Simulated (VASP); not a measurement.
Output of a VASP run:

### OSZICAR
```
       N       E                     dE             d eps       ncg     rms          rms(c)
DAV:   1     0.356658070926E+03    0.35666E+03   -0.19068E+04  1056   0.193E+03
DAV:   2     0.132843018288E+02   -0.34337E+03   -0.33882E+03  1080   0.493E+02
DAV:   3    -0.197359716271E+02   -0.33020E+02   -0.32644E+02  1328   0.164E+02
DAV:   4    -0.207967155525E+02   -0.10607E+01   -0.10592E+01  1258   0.326E+01
DAV:   5    -0.208419980407E+02   -0.45282E-01   -0.45274E-01  1500   0.609E+00    0.524E+00
DAV:   6    -0.195579743018E+02    0.12840E+01   -0.40139E+00  1332   0.116E+01    0.203E+00
DAV:   7    -0.195021927688E+02    0.55782E-01   -0.44782E-01  1254   0.323E+00    0.102E+00
DAV:   8    -0.194907400827E+02    0.11453E-01   -0.55920E-02  1366   0.217E+00    0.158E-01
DAV:   9    -0.194899036748E+02    0.83641E-03   -0.62900E-03  1504   0.742E-01    0.698E-02
DAV:  10    -0.194900561218E+02   -0.15245E-03   -0.73322E-04  1422   0.240E-01    0.291E-02
DAV:  11    -0.194900675621E+02   -0.11440E-04   -0.15949E-04  1460   0.122E-01    0.639E-03
DAV:  12    -0.194900672490E+02    0.31306E-06   -0.96485E-06  1036   0.200E-02
   1 F= -.19490067E+02 E0= -.19489992E+02  d E =-.194901E+02
```

### OUTCAR
```
------------------------ aborting loop because EDIFF is reached ----------------------------------------
  FORCE on cell =-STRESS in cart. coord.  units (eV):
  Direction    XX          YY          ZZ          XY          YZ          ZX
  --------------------------------------------------------------------------------------
  Total       -0.0258670     -0.0258670     -0.0311175      0.0000000     -0.0000000      0.0000000
  in kB       -0.5125084     -0.5125084     -0.6165375      0.0000000     -0.0000000      0.0000000
  external PRESSURE =      -0.5471848 kB  Pullay stress =       0.0000000 kB
  volume of cell :       80.86
      direct lattice vectors                 reciprocal lattice vectors
     3.841661490  0.000000000  0.000000000     0.260304038  0.150286616  0.000000000
    -1.920830745  3.326976231  0.000000000     0.000000000  0.300573232  0.000000000
     0.000000000  0.000000000  6.326842950     0.000000000  0.000000000  0.158056713
 POSITION                                       TOTAL-FORCE (eV/Angst)
 -----------------------------------------------------------------------------------
     -0.00000      2.21799      0.00094         0.000000      0.000000      0.000133
      1.92083      1.10899      3.16436         0.000000     -0.000000      0.000133
     -0.00000      2.21799      2.37163        -0.000000      0.000000     -0.000133
      1.92083      1.10899      5.53505        -0.000000     -0.000000     -0.000133
 -----------------------------------------------------------------------------------
    total drift:                               -0.001678      0.000969      0.000081
  FREE ENERGIE OF THE ION-ELECTRON SYSTEM (eV)
  ---------------------------------------------------
  free  energy   TOTEN  =       -19.4900672490 eV

  energy  without entropy=      -19.4899170833  energy(sigma->0) =      -19.48999217

 reached required accuracy - stopping structural energy minimisation
```
(Selected blocks of OUTCAR.)

POSCAR:
```
BBi
1
    3.8416614899     0.0000000000    -0.0000000000
   -1.9208307450     3.3269762307     0.0000000000
    0.0000000000    -0.0000000000     6.3268429502
B Bi
2 2
Direct
  0.3333330000   0.6666670000   0.0001486894
  0.6666670000   0.3333330000   0.5001486894
  0.3333330000   0.6666670000   0.3748513106
  0.6666670000   0.3333330000   0.8748513106
```

**Question.** Write an INCAR and KPOINTS that could have produced this output.

**Answer.** This is not unique; one that fits is the input of the run itself, PBEsol GGA, plane waves, VASP's PBE PAW potentials (set 64).

**KPOINTS**
```
Automatic mesh
0
Gamma
7 7 4
0 0 0
```

### INCAR
```
PREC = Accurate
EDIFFG = -0.01   # ionic stop
ISMEAR = 0   # Gaussian
ISIF = 3
LASPH = .True.
ALGO = Normal   # blocked Davidson
SYSTEM = BBi
ENCUT = 520   # plane-wave cut-off (eV)
IBRION = 2   # conjugate gradients
GGA = PS   # PBEsol
EDIFF = 1E-6
NSW = 60   # most ionic steps
NELM = 100   # most electronic steps
LREAL = .False.   # projection in real space or not
SIGMA = 0.05
LWAVE = .False.
LCHARG = .False.
LMAXMIX = 4
```

POTCAR, in this order: B Bi_d (PBE.64 set). Program: vasp_std.

The structure was generated: BBi was put into the wurtzite type (P6_3mc), which need not be its known phase. It was relaxed first, which changed the volume by +5 %. The start is the result of an earlier pass.
